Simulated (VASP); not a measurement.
# Which magnetic order does MnNi3 take?, part 2 of 4

Wanted: the lowest of several collinear orders of MnNi3. The start is a cell from a database of measured crystal structures.

VASP 6.6.1, plane waves and PAW; the level of theory is named at each step.

Still holding for the runs below: The magnetic state follows from one typed start and may not be the lowest. The k-mesh is coarse for a metal. A U on the itinerant d states of such a compound is hard to justify; it moves the bands at the Fermi level and favours large moments.

So far: Set-up; Magnetic order, start order fm, signs ++++.

### Step 2. Magnetic order, start order fm, signs ++++ (continued)

Level of this step: PBEsol, DFT+U (Mn d 2 eV, Ni d 5 eV), spin-polarised, from parallel moments; plane waves and PAW (Ni, Mn) (VASP).

Valence density in the ac plane at fractional y = 0.000, with atoms of Ni and Mn within 0.2 Å of it. It is the smooth field of the valence electrons, not physical close to the nuclei.

Ten even steps from '_' (0 e/Å³) to '@' (13 e/Å³), each cell a mean:
```
--::..__________________..::
....______________________..
____________________________
____________________________
__________..::--::__________
__________::++##++::________
________..--##@@##--________
__________::**##++::________
__________..::--::..________
______________..____________
____________________________
....______________________..
--::..__________________..::
==--..__________________..--
```
Columns run along a (3.6 Å), rows up along c (3.6 Å). Atoms in or near the plane, at fractional coordinates: Ni at (0.50, 0.50), Mn at (0.00, 0.00).

The largest moment at the end is 3.82 μB, and the moments of the cell sum to 5.82 μB.

### Step 3. Magnetic order, start order ferri 1, signs ++--

This step: PBEsol, DFT+U (Mn d 2 eV, Ni d 5 eV), spin-polarised, from moments of both signs; plane waves and PAW (Ni, Mn) (VASP 6.6.1).

Input file INCAR:

```
SYSTEM = MnNi3
PREC = Accurate
ENCUT = 350
EDIFF = 1E-06
NELM = 150
ISMEAR = 0
SIGMA = 0.05
LREAL = .FALSE.
ALGO = Normal
GGA = PS
NBANDS = 32
ISPIN = 2
MAGMOM = 1 1 -1 -4
LDAU = .TRUE.
LDAUTYPE = 2
LDAUL = 2 2
LDAUU = 5 2
LDAUJ = 0 0
LDAUPRINT = 1
LASPH = .TRUE.
LMAXMIX = 4
LORBIT = 11
LWAVE = .FALSE.
LCHARG = .TRUE.
KPAR = 2
AMIX = 0.2
BMIX = 1E-04
AMIX_MAG = 0.8
BMIX_MAG = 1E-04
```

Input file POSCAR:

```
MnNi3
1.0
    3.5930000000      0.0000000000      0.0000000000
    0.0000000000      3.5930000000      0.0000000000
    0.0000000000      0.0000000000      3.5930000000
Ni Mn
3 1
Direct
    0.5000000000      0.5000000000      0.0000000000
    0.5000000000      0.0000000000      0.5000000000
    0.0000000000      0.5000000000      0.5000000000
    0.0000000000      0.0000000000      0.0000000000
```

Input file KPOINTS:

```
Automatic mesh
0
Gamma
6 6 6
0 0 0
```

Potentials, in the order of the species: Ni and Mn (PBE family, release 64).

Started as:

```sh
$ mpirun -np 2 vasp_std
```

The log of the run:

```text
[banner, memory and clock lines left out]
running    2 mpi-ranks, on    1 nodes
 distrk:  each k-point on    1 cores,    2 groups
 distr:  one band on    1 cores,    1 groups

 POSCAR found type information on POSCAR NiMn
 POSCAR found :  2 types and       4 ions
 [... a notice as in an earlier step ...]

 LDA part: xc-table for (Slater+PW92), standard interpolation
 POSCAR, INCAR and KPOINTS ok, starting setup
 FFT: planning ... GRIDC
 FFT: planning ... GRID_SOFT
 FFT: planning ... GRID
 WAVECAR not read
 entering main loop
       N       E                     dE             d eps       ncg     rms          rms(c)
DAV:   1     0.205013451268E+03    0.20501E+03   -0.12567E+04  5552   0.121E+03
DAV:   2    -0.574201198829E+01   -0.21076E+03   -0.19706E+03  5168   0.261E+02
DAV:   3    -0.204822032254E+02   -0.14740E+02   -0.14358E+02  5944   0.923E+01
DAV:   4    -0.206946528941E+02   -0.21245E+00   -0.21233E+00  5656   0.113E+01
DAV:   5    -0.207054798112E+02   -0.10827E-01   -0.10826E-01  7896   0.236E+00    0.191E+01
DAV:   6    -0.180264553360E+02    0.26790E+01   -0.13090E+01  6752   0.531E+01    0.183E+01
DAV:   7    -0.175041476279E+02    0.52231E+00   -0.53246E+00  7048   0.503E+01    0.960E+00
DAV:   8    -0.174095963705E+02    0.94551E-01   -0.11174E+00  7048   0.290E+01    0.776E+00
DAV:   9    -0.173850898200E+02    0.24507E-01   -0.30515E-01  6904   0.135E+01    0.601E+00
DAV:  10    -0.174945217066E+02   -0.10943E+00   -0.13830E-01  7392   0.779E+00    0.470E+00
DAV:  11    -0.175624215039E+02   -0.67900E-01   -0.81487E-02  7352   0.748E+00    0.318E+00
DAV:  12    -0.177081369347E+02   -0.14572E+00   -0.88071E-02  8272   0.706E+00    0.257E+00
DAV:  13    -0.177427339305E+02   -0.34597E-01   -0.27342E-02  6344   0.143E+00    0.281E+00
DAV:  14    -0.175926247436E+02    0.15011E+00   -0.17472E-01  6904   0.615E+00    0.202E+00
DAV:  15    -0.174754281071E+02    0.11720E+00   -0.20822E-01  7648   0.763E+00    0.183E+00
DAV:  16    -0.175020109865E+02   -0.26583E-01   -0.29535E-02  6016   0.175E+00    0.142E+00
DAV:  17    -0.175329260572E+02   -0.30915E-01   -0.25935E-02  7472   0.322E+00    0.758E-01
DAV:  18    -0.175393608133E+02   -0.64348E-02   -0.15748E-02  8336   0.175E+00    0.527E-01
DAV:  19    -0.175298432359E+02    0.95176E-02   -0.34073E-02  7904   0.283E+00    0.769E-01
DAV:  20    -0.175339280252E+02   -0.40848E-02   -0.47629E-03  6088   0.528E-01    0.743E-01
DAV:  21    -0.175387591052E+02   -0.48311E-02   -0.14874E-02  6880   0.227E+00    0.408E-01
DAV:  22    -0.175379547790E+02    0.80433E-03   -0.12282E-02  7616   0.185E+00    0.290E-01
DAV:  23    -0.175380865597E+02   -0.13178E-03   -0.23763E-03  7056   0.102E+00    0.234E-01
DAV:  24    -0.175390114533E+02   -0.92489E-03   -0.14440E-03  7128   0.569E-01    0.117E-01
DAV:  25    -0.175386689959E+02    0.34246E-03   -0.64667E-04  7504   0.535E-01    0.148E-01
DAV:  26    -0.175387943940E+02   -0.12540E-03   -0.19820E-04  7976   0.303E-01    0.151E-01
DAV:  27    -0.175388064165E+02   -0.12023E-04   -0.16330E-04  7592   0.198E-01    0.840E-02
DAV:  28    -0.175388302265E+02   -0.23810E-04   -0.36970E-05  7752   0.135E-01    0.775E-02
DAV:  29    -0.175388575594E+02   -0.27333E-04   -0.67390E-05  8024   0.165E-01    0.265E-02
DAV:  30    -0.175388623720E+02   -0.48126E-05   -0.38412E-05  7632   0.166E-01    0.104E-02
DAV:  31    -0.175388668878E+02   -0.45158E-05   -0.24723E-05  8632   0.715E-02    0.494E-03
DAV:  32    -0.175388677398E+02   -0.85201E-06   -0.55577E-06  5496   0.238E-02
   1 F= -.17538868E+02 E0= -.17536276E+02  d E =-.518283E-02  mag=    -3.9551
```

Wall time 80 s (2 MPI ranks of AMD EPYC 7R43, shared host); peak memory 0.3 GiB; 2.6 min of CPU time.

OUTCAR, selected parts (step 3):

```text
The static configuration has the point symmetry O_h .

 Found     40 irreducible k-points:

   k-points           NKPTS =     40   k-points in BZ     NKDIM =     40   number of bands    NBANDS=     32

   NELECT =      37.0000    total number of electrons

atom =   1  type =  1  l = 2

 onsite density matrix

spin component  1

  0.9002 -0.0000 -0.0000  0.0000 -0.0000
 -0.0000  0.9038  0.0000  0.0000 -0.0000
 -0.0000  0.0000  0.9254 -0.0000  0.0020
  0.0000  0.0000 -0.0000  0.7989  0.0000
 -0.0000 -0.0000  0.0020  0.0000  0.8717

spin component  2

  0.9086 -0.0000  0.0000 -0.0000 -0.0000
 -0.0000  0.5113 -0.0000 -0.0000  0.0000
  0.0000 -0.0000  0.9228  0.0000  0.0114
 -0.0000 -0.0000  0.0000  0.9160  0.0000
 -0.0000  0.0000  0.0114  0.0000  0.9136

 occupancies and eigenvectors

  o =  0.5113  v =  0.0000  0.0000  0.0000  0.0000  0.0000  0.0000  1.0000 -0.0000  0.0000 -0.0000      0.0000  0.0000  0.0000  0.0000  0.0000  0.0000  0.0000  0.0000  0.0000  0.0000
  o =  0.7989  v =  0.0000 -0.0000 -0.0000 -1.0000 -0.0000  0.0000  0.0000  0.0000  0.0000  0.0000      0.0000  0.0000  0.0000  0.0000  0.0000  0.0000  0.0000  0.0000  0.0000  0.0000
  o =  0.8716  v =  0.0000  0.0000 -0.0367 -0.0000  0.9993  0.0000  0.0000  0.0000  0.0000  0.0000      0.0000  0.0000  0.0000  0.0000  0.0000  0.0000  0.0000  0.0000  0.0000  0.0000
  o =  0.9002  v =  1.0000  0.0000  0.0000  0.0000  0.0000  0.0000  0.0000  0.0000  0.0000  0.0000      0.0000  0.0000  0.0000  0.0000  0.0000  0.0000  0.0000  0.0000  0.0000  0.0000
  o =  0.9038  v =  0.0000 -1.0000  0.0000  0.0000  0.0000  0.0000  0.0000  0.0000  0.0000  0.0000      0.0000  0.0000  0.0000  0.0000  0.0000  0.0000  0.0000  0.0000  0.0000  0.0000
  o =  0.9059  v =  0.0000  0.0000  0.0000  0.0000  0.0000  0.0000  0.0000 -0.5601 -0.0000  0.8284      0.0000  0.0000  0.0000  0.0000  0.0000  0.0000  0.0000  0.0000  0.0000  0.0000
  o =  0.9086  v =  0.0000  0.0000  0.0000  0.0000  0.0000  1.0000  0.0000  0.0000  0.0000  0.0000      0.0000  0.0000  0.0000  0.0000  0.0000  0.0000  0.0000  0.0000  0.0000  0.0000
  o =  0.9160  v =  0.0000  0.0000  0.0000  0.0000  0.0000  0.0000 -0.0000 -0.0000  1.0000  0.0000      0.0000  0.0000  0.0000  0.0000  0.0000  0.0000  0.0000  0.0000  0.0000  0.0000
  o =  0.9255  v =  0.0000 -0.0000 -0.9993  0.0000 -0.0367  0.0000  0.0000  0.0000  0.0000  0.0000      0.0000  0.0000  0.0000  0.0000  0.0000  0.0000  0.0000  0.0000  0.0000  0.0000
  o =  0.9305  v =  0.0000  0.0000  0.0000  0.0000  0.0000  0.0000 -0.0000  0.8284 -0.0000  0.5601      0.0000  0.0000  0.0000  0.0000  0.0000  0.0000  0.0000  0.0000  0.0000  0.0000

atom =   2  type =  1  l = 2

 onsite density matrix

spin component  1

  0.7989 -0.0000 -0.0000 -0.0000 -0.0000
 -0.0000  0.9038 -0.0000  0.0000 -0.0000
 -0.0000 -0.0000  0.8868  0.0000  0.0242
 -0.0000  0.0000  0.0000  0.9002  0.0000
 -0.0000 -0.0000  0.0242  0.0000  0.9102

spin component  2

  0.9160  0.0000 -0.0000  0.0000 -0.0000
  0.0000  0.5113 -0.0000 -0.0000 -0.0000
 -0.0000 -0.0000  0.9258  0.0000  0.0097
  0.0000 -0.0000  0.0000  0.9086 -0.0000
 -0.0000 -0.0000  0.0097 -0.0000  0.9106

 occupancies and eigenvectors

  o =  0.5113  v =  0.0000  0.0000  0.0000  0.0000  0.0000  0.0000 -1.0000 -0.0000 -0.0000 -0.0000      0.0000  0.0000  0.0000  0.0000  0.0000  0.0000  0.0000  0.0000  0.0000  0.0000
  o =  0.7989  v =  1.0000  0.0000  0.0000  0.0000  0.0000  0.0000  0.0000  0.0000  0.0000  0.0000      0.0000  0.0000  0.0000  0.0000  0.0000  0.0000  0.0000  0.0000  0.0000  0.0000
  o =  0.8716  v =  0.0000 -0.0000 -0.8471 -0.0000  0.5314  0.0000  0.0000  0.0000  0.0000  0.0000      0.0000  0.0000  0.0000  0.0000  0.0000  0.0000  0.0000  0.0000  0.0000  0.0000
  o =  0.9002  v =  0.0000  0.0000  0.0000  1.0000  0.0000  0.0000  0.0000  0.0000  0.0000  0.0000      0.0000  0.0000  0.0000  0.0000  0.0000  0.0000  0.0000  0.0000  0.0000  0.0000
  o =  0.9038  v =  0.0000 -1.0000 -0.0000  0.0000 -0.0000  0.0000  0.0000  0.0000  0.0000  0.0000      0.0000  0.0000  0.0000  0.0000  0.0000  0.0000  0.0000  0.0000  0.0000  0.0000
  o =  0.9059  v =  0.0000  0.0000  0.0000  0.0000  0.0000  0.0000  0.0000 -0.4374 -0.0000  0.8993      0.0000  0.0000  0.0000  0.0000  0.0000  0.0000  0.0000  0.0000  0.0000  0.0000
  o =  0.9086  v =  0.0000  0.0000  0.0000  0.0000  0.0000  0.0000  0.0000  0.0000 -1.0000 -0.0000      0.0000  0.0000  0.0000  0.0000  0.0000  0.0000  0.0000  0.0000  0.0000  0.0000
  o =  0.9160  v =  0.0000  0.0000  0.0000  0.0000  0.0000  1.0000  0.0000  0.0000  0.0000  0.0000      0.0000  0.0000  0.0000  0.0000  0.0000  0.0000  0.0000  0.0000  0.0000  0.0000
  o =  0.9255  v =  0.0000 -0.0000  0.5314 -0.0000  0.8471  0.0000  0.0000  0.0000  0.0000  0.0000      0.0000  0.0000  0.0000  0.0000  0.0000  0.0000  0.0000  0.0000  0.0000  0.0000
  o =  0.9305  v =  0.0000  0.0000  0.0000  0.0000  0.0000  0.0000 -0.0000  0.8993  0.0000  0.4374      0.0000  0.0000  0.0000  0.0000  0.0000  0.0000  0.0000  0.0000  0.0000  0.0000

atom =   3  type =  1  l = 2

 onsite density matrix

spin component  1

  0.6895 -0.0000 -0.0000  0.0000  0.0000
 -0.0000  0.8874  0.0000  0.0000 -0.0000
 -0.0000  0.0000  0.8484 -0.0000 -0.0392
  0.0000  0.0000 -0.0000  0.6895  0.0000
  0.0000 -0.0000 -0.0392  0.0000  0.8937

spin component  2

  0.9144  0.0000 -0.0000  0.0000 -0.0000
[...]
o =  0.9144  v =  0.0000  0.0000  0.0000  0.0000  0.0000  1.0000  0.0000  0.0000  0.0000  0.0000      0.0000  0.0000  0.0000  0.0000  0.0000  0.0000  0.0000  0.0000  0.0000  0.0000
  o =  0.9144  v =  0.0000  0.0000  0.0000  0.0000  0.0000  0.0000 -0.0000 -0.0000  1.0000  0.0000      0.0000  0.0000  0.0000  0.0000  0.0000  0.0000  0.0000  0.0000  0.0000  0.0000
  o =  0.9163  v =  0.0000 -0.0000 -0.5000 -0.0000  0.8660  0.0000  0.0000  0.0000  0.0000  0.0000      0.0000  0.0000  0.0000  0.0000  0.0000  0.0000  0.0000  0.0000  0.0000  0.0000
  o =  0.9248  v =  0.0000  0.0000  0.0000  0.0000  0.0000  0.0000  0.0000 -0.5000 -0.0000  0.8660      0.0000  0.0000  0.0000  0.0000  0.0000  0.0000  0.0000  0.0000  0.0000  0.0000
  o =  0.9362  v =  0.0000  0.0000  0.0000  0.0000  0.0000  0.0000 -0.0000 -0.8660 -0.0000 -0.5000      0.0000  0.0000  0.0000  0.0000  0.0000  0.0000  0.0000  0.0000  0.0000  0.0000

atom =   4  type =  2  l = 2

 onsite density matrix

spin component  1

  0.1239 -0.0000  0.0000 -0.0000 -0.0000
 -0.0000  0.1118  0.0000 -0.0000 -0.0000
  0.0000  0.0000  0.0891 -0.0000  0.0032
 -0.0000 -0.0000 -0.0000  0.1239  0.0000
 -0.0000 -0.0000  0.0032  0.0000  0.0853

spin component  2

  0.8660 -0.0000  0.0000 -0.0000  0.0000
 -0.0000  0.8658  0.0000 -0.0000 -0.0000
  0.0000  0.0000  0.8959  0.0000  0.0036
 -0.0000 -0.0000  0.0000  0.8660  0.0000
  0.0000 -0.0000  0.0036  0.0000  0.8917

 occupancies and eigenvectors

  o =  0.0835  v =  0.0000  0.0000 -0.5000  0.0000  0.8660  0.0000  0.0000  0.0000  0.0000  0.0000      0.0000  0.0000  0.0000  0.0000  0.0000  0.0000  0.0000  0.0000  0.0000  0.0000
  o =  0.0909  v =  0.0000 -0.0000  0.8660 -0.0000  0.5000  0.0000  0.0000  0.0000  0.0000  0.0000      0.0000  0.0000  0.0000  0.0000  0.0000  0.0000  0.0000  0.0000  0.0000  0.0000
  o =  0.1118  v =  0.0000  1.0000  0.0000 -0.0000 -0.0000  0.0000  0.0000  0.0000  0.0000  0.0000      0.0000  0.0000  0.0000  0.0000  0.0000  0.0000  0.0000  0.0000  0.0000  0.0000
  o =  0.1239  v =  1.0000  0.0000  0.0000  0.0000  0.0000  0.0000  0.0000  0.0000  0.0000  0.0000      0.0000  0.0000  0.0000  0.0000  0.0000  0.0000  0.0000  0.0000  0.0000  0.0000
  o =  0.1239  v =  0.0000 -0.0000 -0.0000 -1.0000 -0.0000  0.0000  0.0000  0.0000  0.0000  0.0000      0.0000  0.0000  0.0000  0.0000  0.0000  0.0000  0.0000  0.0000  0.0000  0.0000
  o =  0.8658  v =  0.0000  0.0000  0.0000  0.0000  0.0000  0.0000 -1.0000 -0.0000 -0.0000 -0.0000      0.0000  0.0000  0.0000  0.0000  0.0000  0.0000  0.0000  0.0000  0.0000  0.0000
  o =  0.8660  v =  0.0000  0.0000  0.0000  0.0000  0.0000  1.0000  0.0000  0.0000  0.0000  0.0000      0.0000  0.0000  0.0000  0.0000  0.0000  0.0000  0.0000  0.0000  0.0000  0.0000
  o =  0.8660  v =  0.0000  0.0000  0.0000  0.0000  0.0000  0.0000  0.0000 -0.0000 -1.0000  0.0000      0.0000  0.0000  0.0000  0.0000  0.0000  0.0000  0.0000  0.0000  0.0000  0.0000
  o =  0.8896  v =  0.0000  0.0000  0.0000  0.0000  0.0000  0.0000  0.0000  0.5000 -0.0000 -0.8660      0.0000  0.0000  0.0000  0.0000  0.0000  0.0000  0.0000  0.0000  0.0000  0.0000
  o =  0.8979  v =  0.0000  0.0000  0.0000  0.0000  0.0000  0.0000  0.0000 -0.8660  0.0000 -0.5000      0.0000  0.0000  0.0000  0.0000  0.0000  0.0000  0.0000  0.0000  0.0000  0.0000

 E-fermi :   7.4424

 spin component 1
 k-point     1 :       0.0000    0.0000    0.0000
  band No.  band energies     occupation
    ...
     10       5.6679      1.00000
     11       5.9152      1.00000
     12       6.0635      1.00000
     13       6.2801      1.00000
     14       7.0294      1.00000
     15       7.9573      0.00000
     16       7.9573      0.00000
     17       9.6784      0.00000
     18       9.8083      0.00000
     19      10.4342      0.00000
    ...

 k-point     2 :       0.1667    0.0000    0.0000
  band No.  band energies     occupation
    ...
     10       5.7211      1.00000
     11       5.9250      1.00000
     12       6.0641      1.00000
     13       6.1613      1.00000
     14       6.8779      1.00000
     15       7.4459      0.46067
     16       7.4459      0.46067
     17       8.5798      0.00000
     18       9.6944      0.00000
     19       9.6944      0.00000
    ...

 k-point     3 :       0.0000    0.1667    0.0000
  band No.  band energies     occupation
    ...
     10       5.6744      1.00000
     11       5.7410      1.00000
     12       5.8162      1.00000
     13       6.2585      1.00000
     14       6.9285      1.00000
     15       7.5317      0.00579
     16       7.9569      0.00000
     17       8.5677      0.00000
     18       9.6167      0.00000
     19       9.6269      0.00000
    ...

 k-point     4 :       0.3333    0.0000    0.0000
  band No.  band energies     occupation
    ...
     13       6.0649      1.00000
     14       6.4436      1.00000
     15       6.5834      1.00000
     16       6.5834      1.00000
     17       6.6106      1.00000
     18       9.2574      0.00000
     19       9.2574      0.00000
     20       9.5740      0.00000
     21      10.1076      0.00000
     22      10.4781      0.00000
    ...

  Total       -3.1906768     -4.0444596     -4.0444596      0.0000000      0.0000000      0.0000000
  in kB     -110.2101897   -139.7009744   -139.7009744      0.0000000      0.0000000      0.0000000
  external PRESSURE =    -129.8707129 kB  Pullay stress =       0.0000000 kB

  FREE ENERGIE OF THE ION-ELECTRON SYSTEM (eV)
  ---------------------------------------------------
  free  energy   TOTEN  =       -17.5388677398 eV

  energy  without entropy=      -17.5336849055  energy(sigma->0) =      -17.53627632

 total charge
# of ion       s       p       d       tot
------------------------------------------
    1        0.485   0.423   8.542   9.450
    2        0.485   0.423   8.542   9.450
    3        0.472   0.418   8.564   9.454
    4        0.365   0.334   4.898   5.597
--------------------------------------------------
tot          1.808   1.598  30.545  33.951

 magnetization (x)
# of ion       s       p       d       tot
------------------------------------------
    1        0.019   0.032   0.227   0.278
    2        0.019   0.032   0.227   0.278
    3        0.022   0.015  -0.577  -0.540
    4       -0.022  -0.032  -3.844  -3.898
--------------------------------------------------
tot          0.038   0.047  -3.967  -3.882

[... 7 parts as in an earlier step ...]

[... 10 further parts left out ...]
```

This step gave:

| Item | Value |
| --- | --- |
| electronic cycles | 32 |
| free energy (TOTEN) | -17.54 eV |
| energy at zero smearing | -17.54 eV |
| Fermi energy | 7.442 eV |
| moment of the cell, from the last line of the log | -3.955 μB |

Spin moment in the PAW sphere by atom:

| atom | spin moment in the PAW sphere (μB) |
| --- | --- |
| Ni1 | 0.28 |
| Ni2 | 0.28 |
| Ni3 | -0.54 |
| Mn4 | -3.90 |

Spin density in the ac plane at fractional y = 0.000, with atoms of Ni and Mn within 0.2 Å of it.

Ten even steps from '_' (-5.0 e/Å³) to '@' (0.3 e/Å³), each cell a mean:
```
..--**%%@@@@@@@@@@@@@@%%**--
++**%%%%@@@@@@@@@@@@@@%%##**
%%%%%%@@@@@@@@@@@@@@@@@@%%%%
@@@@@@@@@@@@@@@@@@@@@@@@@@@@
@@@@@@@@@@@@@@@@@@@@@@@@@@@@
@@@@@@@@@@@@@@@@@@@@@@@@@@@@
@@@@@@@@@@@@@@@@@@@@@@@@@@@@
@@@@@@@@@@@@@@@@@@@@@@@@@@@@
@@@@@@@@@@@@@@@@@@@@@@@@@@@@
@@@@@@@@@@@@@@@@@@@@@@@@@@@@
%%%%@@@@@@@@@@@@@@@@@@@@%%%%
****%%@@@@@@@@@@@@@@@@%%%%**
::==**%%@@@@@@@@@@@@@@%%**--
__::**%%@@@@@@@@@@@@@@%%++..
```
Columns run along a (3.6 Å), rows up along c (3.6 Å). Atoms in or near the plane, at fractional coordinates: Ni at (0.50, 0.50), Mn at (0.00, 0.00).

Valence density in the ac plane at fractional y = 0.000, with atoms of Ni and Mn within 0.2 Å of it. It is the smooth field of the valence electrons, not physical close to the nuclei.

Ten even steps from '0' (0 e/Å³) to '9' (13 e/Å³), each cell a mean:
```
32100000000012
11000000000001
00000000000000
00000000000000
00000123200000
00000257520000
00001379730000
00000267520000
00000123210000
00000001000000
00000000000000
11000000000001
32100000000012
43100000000013
```
Columns run along a (3.6 Å), rows up along c (3.6 Å). Atoms in or near the plane, at fractional coordinates: Ni at (0.50, 0.50), Mn at (0.00, 0.00).

The largest moment at the end is 3.90 μB, and the moments of the cell sum to -3.96 μB.

(Continued in part 3 of 4.)

[Lines on the potential files, build, host, timing and source positions are cut from VASP's logs without a mark.]

[Logs are printed without paths, hosts, clocks, repeated set-up lines and the standing remarks that a program may print on its own settings, such as how far it seeks lower states.]

[Hosts, paths, dates, database ids (printed as entryN), source tags and the programs' standing remarks are cut or masked in the printed files.]

[In band tables of VASP the shares of atoms and orbitals are scaled to a sum of 1 inside the atoms' spheres.]

[Runs that stopped without an error message from VASP are left out.]
